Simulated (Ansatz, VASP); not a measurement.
## Ga13P9O42 (amorphous 59Ga2O3-41P2O5 (mol %)): VASP beside Ansatz

Wanted: the spread between two codes on one cell, functional and k mesh. The cell is taken from a series of runs on this material, whose earlier steps may have relaxed, scaled, displaced or heated it; both programs get it as it stands.

Calculated with Ansatz 0.2.0; plane waves, with VASP 6.6.1 beside it; single point at PBE.

### Step 1. Starting point

The cell holds 128 atoms: 26 Ga, 18 P and 84 O. Its edges and angles: a = 11.458 Å, b = 11.458 Å, c = 11.458 Å, α = 90.0°, β = 90.0°, γ = 90.0°. As first built, before any earlier steps moved the atoms (in the runner's words): 128 atoms (26 Fe, 18 P, 84 O) placed at random at 3.33 g/cm^3, melted at 5000 K for 10 ps at fixed volume with the Morse and Coulomb pair potential with partial charges (Pedone, Malavasi, Menziani, Cormack and Segre, J. Phys. Chem. B 110, 11780 (2006)). Quenched from 5000 K to 300 K at 100 K/ps and fixed volume, held 10 ps at zero pressure, then minimised at fixed cell. Then Fe was replaced by Ga and the cell scaled by 1.005 (the potential has no terms for the new elements, so the cell is a start for a DFT relaxation).

### Step 2. Ansatz: single point, PBE, pair 1

Ansatz runs on its default PAW (the set named soft_2) files.

With cell and atoms fixed, the geometry can't cause a difference; cores, projectors, grids and the points listed under the comparison can.

Input file input.yaml:

```yaml
crystal:
  lattice:
    - [11.45846, 0.0, 0.0]
    - [0.0, 11.45846, 0.0]
    - [0.0, 0.0, 11.45846]
  atoms:
    - { symbol: Ga, position: [0.94636, 0.57109, 0.56067] }
    - { symbol: Ga, position: [0.75142, 0.39916, 0.18327] }
    - { symbol: Ga, position: [0.50589, 0.80942, 0.79156] }
    - { symbol: Ga, position: [0.42987, 0.10167, 0.70808] }
    - { symbol: Ga, position: [0.73535, 0.8971, 0.8342] }
    - { symbol: Ga, position: [0.84889, 0.05031, 0.05133] }
    - { symbol: Ga, position: [0.87766, 0.11891, 0.772] }
    - { symbol: Ga, position: [0.64777, 0.60941, 0.42536] }
    - { symbol: Ga, position: [0.22146, 0.70273, 0.86706] }
    - { symbol: Ga, position: [0.56558, 0.89694, 0.56206] }
    - { symbol: Ga, position: [0.2347, 0.98758, 0.45188] }
    - { symbol: Ga, position: [0.49281, 0.47334, 0.87066] }
    - { symbol: Ga, position: [0.49965, 0.74921, 0.03352] }
    - { symbol: Ga, position: [0.45864, 0.39058, 0.60771] }
    - { symbol: Ga, position: [0.19772, 0.4101, 0.78769] }
    - { symbol: Ga, position: [0.49406, 0.10223, 0.41994] }
    - { symbol: Ga, position: [0.07812, 0.53574, 0.02173] }
    - { symbol: Ga, position: [0.73363, 0.64494, 0.97129] }
    - { symbol: Ga, position: [0.78385, 0.4055, 0.91331] }
    - { symbol: Ga, position: [0.63831, 0.1945, 0.87296] }
    - { symbol: Ga, position: [0.27389, 0.25004, 0.46447] }
    - { symbol: Ga, position: [0.13816, 0.39082, 0.25131] }
    - { symbol: Ga, position: [0.34095, 0.17594, 0.22484] }
    - { symbol: Ga, position: [0.25127, 0.78297, 0.16543] }
    - { symbol: Ga, position: [0.05912, 0.85266, 0.98032] }
    - { symbol: Ga, position: [0.83521, 0.04582, 0.33289] }
    - { symbol: P, position: [0.67781, 0.19594, 0.59536] }
    - { symbol: P, position: [0.22217, 0.52163, 0.49624] }
    - { symbol: P, position: [0.09582, 0.0189, 0.21357] }
    - { symbol: P, position: [0.14475, 0.15242, 0.67487] }
[... 92 atom lines left out ...]
    - { symbol: O, position: [0.56264, 0.49444, 0.69984] }
    - { symbol: O, position: [0.75656, 0.73617, 0.1024] }
    - { symbol: O, position: [0.15572, 0.70876, 0.0337] }
    - { symbol: O, position: [0.58842, 0.12809, 0.01979] }
    - { symbol: O, position: [0.71963, 0.58386, 0.57848] }
    - { symbol: O, position: [0.80189, 0.17189, 0.62964] }
kpoints:
  mp_grid: { grid: [1, 1, 1] }
hamiltonian:
  xc: pbe
scf:
  occupations: { method: gaussian, width: 0.05 }
output:
  forces: true
```

Started as:

```console
$ ansatz run input.yaml --threads 4 --pin off --max-ram 8192MiB --backend cpu --events-out ev --progress --plain --runs-dir out
```

Numbers of over 12 decimals in the logs are rounded to 6 here.

The program printed:

```text
Engine: ansatz 0.2.0, aarch64-unknown-linux-gnu
Pseudopotentials: kind: paw
Pseudopotential: Ga, paw, valence charge 13, recommended cutoff 420 eV (normal), Ga.paw.azcp
Pseudopotential: P, paw, valence charge 5, recommended cutoff 420 eV (normal), P.paw.azcp
Pseudopotential: O, paw, valence charge 6, recommended cutoff 420 eV (normal), O.paw.azcp
Functional definition: PBE
  parameter kappa = 0.804
  parameter beta = 0.066725
  exchange = pbe_x(kappa = kappa, mu = beta*pi^2/3)
  correlation = pbe_c(beta = beta)
Crystal: 128 atoms, lattice volume = 1504.453 Å³
Basis set: ecut = 420 eV, 29423 PW (Γ), exchange–correlation on 160×160×160 points (8 copies of the dense FFT grid, shifted against one another)
Bands: 594, of which v1, the nominal top of the filled ones, is band 466 counted from 1 (465 counted from 0)
Symmetry: 1 space group operations
Space group: P1 (ITA 1), of the structure as read, at distance tolerance 1.1e-4 Å
k-points: 1
Non-local potential: Ga, projectors of the file, l = 0: 2, l = 1: 2, l = 2: 3, l = 3: 1
Non-local potential: P, projectors of the file, l = 0: 2, l = 1: 2, l = 2: 2
Non-local potential: O, projectors of the file, l = 0: 2, l = 1: 2, l = 2: 1
PAW form: soft (Blöchl's): semilocal exchange-correlation on the pseudo side does not see the compensation charge
PAW one-centre angular grid: Ga, 590 points (default); XC on 64 Gauss nodes
PAW one-centre angular grid: P, 110 points (default); XC on 64 Gauss nodes
PAW one-centre angular grid: O, 110 points (default); XC on 64 Gauss nodes
Initial density: superposition of atomic densities (neutral atoms: chi_scale 0, normalization atom), corrected by the library's trained network
Initial wavefunctions: pseudopotential atomic-orbital guess
Functional: x = pbe(κ = 0.804, μ = 0.219515), c = pbe(β = 0.066725)
SCF iter   1: F=—  HF=-159650.161722 eV  |F-HF|=—  |Δ(HF+E_count)|=         —  Δρ=3.62e-3  dr2=2.59e-1  ethr=1.77e-3  ⟨swp⟩=6.0  Hψ=2628  notcnv=0  defer=90
preconditioner: auto → Resta (q_TF=auto, 2.519 Å⁻¹)  ε∞=3.9  [insulator: Δε(μ)=1.746 eV  Ē_g=17.197 eV  σ=0.050 eV  W_gap=1.00  n_scr=436 (ndim 8)  ℏωp=29.2 eV  f_vac=0.112  D(μ)=0.00/eV (n_scr^D=0)  ε∞_Penn≈3.9]
SCF iter   2: F=—  HF=-159650.124447 eV  |F-HF|=—  |Δ(HF+E_count)|=   3.73e-2  Δρ=1.94e-3  dr2=5.93e-2  ethr=2.78e-5  ⟨swp⟩=2.0  Hψ=941  notcnv=0  defer=123
SCF iter   3: F=—  HF=-159650.120394 eV  |F-HF|=—  |Δ(HF+E_count)|=   4.05e-3  Δρ=8.11e-4  dr2=1.50e-2  ethr=6.36e-6  ⟨swp⟩=2.0  Hψ=861  notcnv=0  defer=69
automatic band count: iteration 3 solves 540 bands in place of 594: the levels show a gap, and the empty bands left out lie too high to hold charge; the band table lists the bands solved (type scf.n_extra_bands for more)
SCF iter   4: F=—  HF=-159650.118354 eV  |F-HF|=—  |Δ(HF+E_count)|=   2.04e-3  Δρ=3.29e-4  dr2=1.63e-3  ethr=1.60e-6  ⟨swp⟩=2.0  Hψ=860  notcnv=0  defer=69
SCF iter   5: F=—  HF=-159650.118257 eV  |F-HF|=—  |Δ(HF+E_count)|=   9.66e-5  Δρ=1.70e-4  dr2=4.43e-4  ethr=1.75e-7  ⟨swp⟩=2.0  Hψ=888  notcnv=0  defer=69
SCF iter   6: F=—  HF=-159650.118264 eV  |F-HF|=—  |Δ(HF+E_count)|=   7.06e-6  Δρ=5.92e-5  dr2=5.79e-5  ethr=4.75e-8  ⟨swp⟩=2.0  Hψ=888  notcnv=0  defer=69
SCF iter   7: F=—  HF=-159650.118682 eV  |F-HF|=—  |Δ(HF+E_count)|=   4.18e-4  Δρ=2.76e-5  dr2=1.22e-5  ethr=6.21e-9  ⟨swp⟩=2.0  Hψ=1000  notcnv=0  defer=69
SCF iter   8: F=—  HF=-159650.118686 eV  |F-HF|=—  |Δ(HF+E_count)|=   4.06e-6  Δρ=1.17e-5  dr2=2.16e-6  ethr=1.31e-9  ⟨swp⟩=2.0  Hψ=888  notcnv=0  defer=69
SCF iter   9: F=—  HF=-159650.118688 eV  |F-HF|=—  |Δ(HF+E_count)|=   1.35e-6  Δρ=5.12e-6  dr2=3.98e-7  ethr=2.31e-10  ⟨swp⟩=3.0  Hψ=942  notcnv=0  defer=69
SCF iter  10: F=-159650.118688 eV  HF=-159650.118688 eV  |F-HF|=3.12e-8  |Δ(HF+E_count)|=   1.14e-7  Δρ=2.13e-6  dr2=7.13e-8  ethr=1.07e-11  ⟨swp⟩=4.0  Hψ=1865  notcnv=0
SCF 1 converged in 10 iterations: F = -159650.118688 eV  dr2 = 7.13e-8
  greatest PAW one-centre occupation: 0.998 electrons in one spin orbital (limit 2), on the Ga atom at site 24 (counted from 0), in its partial waves of l = 2
SCF converged after 10 iterations
Free energy (F): -159650.118688 eV
Harris-Foulkes:  -159650.118688 eV  (|F-HF|=3.12e-8)
Internal energy: -159650.118688 eV  (E = F + TS)
E sigma→0 (E₀):  -159650.118688 eV
Fermi energy:    6.615773 eV
--- Per-component energies (eV) ---
  E_band       = -3445.452808
  E_kinetic    = 19262.930559
  E_local      = -96860.408071  (includes V_loc(G=0)·N_el)
  E_nonlocal   = 15869.185881
  E_hartree    = 41557.777661
  E_xc         = -9056.087363
  E_vxc        = -10464.550237  (∫ρ·V_xc dr)
  E_paw        = -75563.698491  (= ΣΔE_a)
  E_vpaw       = -14368.375879  (= ΣTr[D̂ρ^β])
  E_aug_tail   = 0.207177  (compensation charges beyond the density's cutoff)
  E_ewald      = -54860.026041
  E_smearing   = -0.000000  (= −TS)
  E_closure    = 0.000000  (closes the sum)
  Σ components = -159650.118688   (vs F -159650.118688, Δ=0.00e0)
--- Forces (eV/Å), atoms counted from 1 ---
  atom   1  Ga     1.11528828     0.12645186    -0.94785523
  atom   2  Ga     0.68895294    -1.44847425     0.05572961
  atom   3  Ga    -0.04979500    -0.24318219     0.89577799
  atom   4  Ga    -1.08345221     0.63546788    -0.68184716
  atom   5  Ga    -0.46697350    -0.08351694    -0.87723261
  atom   6  Ga     1.34910137     0.40211866    -0.68568620
  atom   7  Ga    -0.60089434     1.21633106    -0.50720695
  atom   8  Ga    -0.93675307     0.80233896    -1.10504155
  atom   9  Ga     1.29006920    -0.03807294     0.31427054
  atom  10  Ga     0.70492992     0.36689967     0.29195022
  atom  11  Ga    -0.36908064    -0.08216069    -0.26931463
  atom  12  Ga     0.70909802    -0.22176313     0.10075758
  atom  13  Ga    -0.21861476    -0.23302019    -0.65370718
  atom  14  Ga     0.01331932    -0.63820220     0.08056155
  atom  15  Ga     1.72266396    -1.36514146     0.36588683
  atom  16  Ga     0.65262994    -0.31169448     1.27503206
  atom  17  Ga    -0.41986421     0.53828657    -0.54280526
  atom  18  Ga    -0.44065247    -0.34535723     0.26846587
  atom  19  Ga    -0.85824637    -1.56157744     0.25293553
  atom  20  Ga     0.80481507     1.77431274     0.19104642
  atom  21  Ga     0.33028504     0.43068929     0.49815831
  atom  22  Ga    -0.60830739    -0.56383654     1.03799274
  atom  23  Ga    -0.95448649     0.26764540    -1.03025230
  atom  24  Ga    -0.24330773    -0.28407904     0.01366801
[...]
atom 121  O      0.33023041     1.25281514     1.86443766
  atom 122  O     -1.03519587     0.56413771    -0.98350264
  atom 123  O     -1.94399396    -1.77048381    -0.25017936
  atom 124  O     -0.08658723     0.59042601    -0.20942065
  atom 125  O     -0.12052996     0.70924968    -0.72642871
  atom 126  O     -0.36190958    -0.68299047    -1.20412290
  atom 127  O      1.32360210    -0.33989271    -2.43366414
  atom 128  O      1.45149491    -0.43386896     0.01497825
  max |Σ_I F_I| component: 8.15e-5 eV/Å
```

### Step 3. VASP: single point, PBE, pair 1

The same cell, functional, mesh and smearing now go to VASP, with its own data sets.

Lines of VASP's logs that name or quote its potential files are left out, and so is its time.

Input file INCAR:

```
SYSTEM = Ga13P9O42
PREC = Accurate
ENCUT = 520
EDIFF = 1E-06
NELM = 120
ISMEAR = 0
SIGMA = 0.05
LREAL = Auto
ALGO = Normal
GGA = PE
NBANDS = 560
LORBIT = 11
LWAVE = .FALSE.
LCHARG = .FALSE.
ISIF = 2
LASPH = .TRUE.
GGA_COMPAT = .FALSE.
EFERMI = MIDGAP
NCORE = 4
```

Input file POSCAR:

```
Ga13P9O42
1.0
   11.4584600000      0.0000000000      0.0000000000
    0.0000000000     11.4584600000      0.0000000000
    0.0000000000      0.0000000000     11.4584600000
Ga P O
26 18 84
Direct
    0.9463600000      0.5710900000      0.5606700000
    0.7514200000      0.3991600000      0.1832700000
    0.5058900000      0.8094200000      0.7915600000
    0.4298700000      0.1016700000      0.7080800000
    0.7353500000      0.8971000000      0.8342000000
    0.8488900000      0.0503100000      0.0513300000
    0.8776600000      0.1189100000      0.7720000000
    0.6477700000      0.6094100000      0.4253600000
    0.2214600000      0.7027300000      0.8670600000
    0.5655800000      0.8969400000      0.5620600000
    0.2347000000      0.9875800000      0.4518800000
    0.4928100000      0.4733400000      0.8706600000
    0.4996500000      0.7492100000      0.0335200000
    0.4586400000      0.3905800000      0.6077100000
    0.1977200000      0.4101000000      0.7876900000
    0.4940600000      0.1022300000      0.4199400000
    0.0781200000      0.5357400000      0.0217300000
    0.7336300000      0.6449400000      0.9712900000
    0.7838500000      0.4055000000      0.9133100000
    0.6383100000      0.1945000000      0.8729600000
    0.2738900000      0.2500400000      0.4644700000
    0.1381600000      0.3908200000      0.2513100000
    0.3409500000      0.1759400000      0.2248400000
    0.2512700000      0.7829700000      0.1654300000
    0.0591200000      0.8526600000      0.9803200000
    0.8352100000      0.0458200000      0.3328900000
    0.6778100000      0.1959400000      0.5953600000
    0.2221700000      0.5216300000      0.4962400000
    0.0958200000      0.0189000000      0.2135700000
    0.1447500000      0.1524200000      0.6748700000
[... 92 atom lines left out ...]
    0.5626400000      0.4944400000      0.6998400000
    0.7565600000      0.7361700000      0.1024000000
    0.1557200000      0.7087600000      0.0337000000
    0.5884200000      0.1280900000      0.0197900000
    0.7196300000      0.5838600000      0.5784800000
    0.8018900000      0.1718900000      0.6296400000
```

Input file KPOINTS:

```
Automatic mesh
0
Gamma
1 1 1
0 0 0
```

PAW data sets: Ga_d, P and O (PBE family, release 64).

Started as:

```console
$ mpirun -np 16 vasp_gam
```

The program printed:

```text
[banner, memory and clock lines left out]
running   16 mpi-ranks, on    1 nodes
[...]
LDA part: xc-table for (Slater+PW92), standard interpolation
 POSCAR, INCAR and KPOINTS ok, starting setup
[...]
entering main loop
       N       E                     dE             d eps       ncg     rms          rms(c)
DAV:   1     0.266789719230E+05    0.26679E+05   -0.34507E+05  1152   0.284E+03
DAV:   2     0.615343174968E+04   -0.20526E+05   -0.19436E+05  1120   0.885E+02
DAV:   3    -0.129689202166E+03   -0.62831E+04   -0.59061E+04  1552   0.368E+02
DAV:   4    -0.916174189429E+03   -0.78648E+03   -0.77296E+03  1584   0.140E+02
[...]
DAV:  17    -0.823567036311E+03   -0.40156E-05   -0.10556E-04  1784   0.433E-02    0.103E-02
DAV:  18    -0.823567037842E+03   -0.15306E-05   -0.38105E-05  1352   0.202E-02    0.579E-03
DAV:  19    -0.823567037917E+03   -0.75888E-07   -0.96126E-06  1072   0.157E-02
   1 F= -.82356704E+03 E0= -.82356704E+03  d E =-.106710-106
```

From OUTCAR (step 3):

```text
  FREE ENERGIE OF THE ION-ELECTRON SYSTEM (eV)
  ---------------------------------------------------
  free  energy   TOTEN  =      -823.5670379175 eV

  energy  without entropy=     -823.5670379175  energy(sigma->0) =     -823.56703792

[... 2 further parts left out ...]
[key lines of the parts left out:]
E-fermi :   3.7265
```

The run ends at a pressure of -0.40 GPa, with forces up to 3.7 eV/Å.

### Step 4. Side by side

Known differences besides the potentials themselves: the cutoff is 420 eV in Ansatz and 520 eV in VASP (PREC = Accurate, projectors in real space). Total energies have different zeros and are not compared.

Compared:

| quantity | Ansatz | VASP | difference |
| --- | --- | --- | --- |
| gap on the k mesh (eV) | 1.589 | 1.560 | +0.029 |

Forces on 10 of the 128 atoms, those with the largest forces and the largest differences (eV/Å; atoms numbered as in POSCAR):

| atom | Ansatz x, y, z | VASP x, y, z |
| --- | --- | --- |
| P28 | -2.876, -0.514, -1.805 | -2.813, -0.485, -1.771 |
| P30 | 1.801, 0.753, 2.693 | 1.741, 0.740, 2.703 |
| O50 | 2.880, -2.203, 0.771 | 2.761, -2.151, 0.762 |
| O64 | -0.025, -0.467, -3.333 | -0.067, -0.460, -3.197 |
| O71 | -1.278, -0.951, 0.171 | -1.140, -0.885, 0.098 |
| O73 | 0.414, -1.124, -1.600 | 0.395, -1.009, -1.475 |
| O82 | 2.322, 1.826, -0.571 | 2.225, 1.734, -0.597 |
| O84 | 0.755, 2.601, -1.951 | 0.741, 2.519, -1.901 |
| O103 | 1.592, -1.037, 1.136 | 1.534, -0.888, 1.108 |
| O105 | -2.316, -1.291, 2.819 | -2.256, -1.274, 2.709 |

The forces differ by 54 meV/Å r.m.s., which is 5.4 % of the r.m.s. force of 1.003 eV/Å (both taken over all components). A gap on the mesh is an upper bound, since the band edges may lie between its points.

[end of part 1 of 2]

[Lines on the potential files, build, host, timing and source positions are cut from VASP's logs without a mark.]

[Logs are printed without paths, hosts, clocks, repeated set-up lines and the standing remarks that a program may print on its own settings, such as how far it seeks lower states.]

[Hosts, paths, dates, database ids (printed as entryN), source tags and the programs' standing remarks are cut or masked in the printed files.]
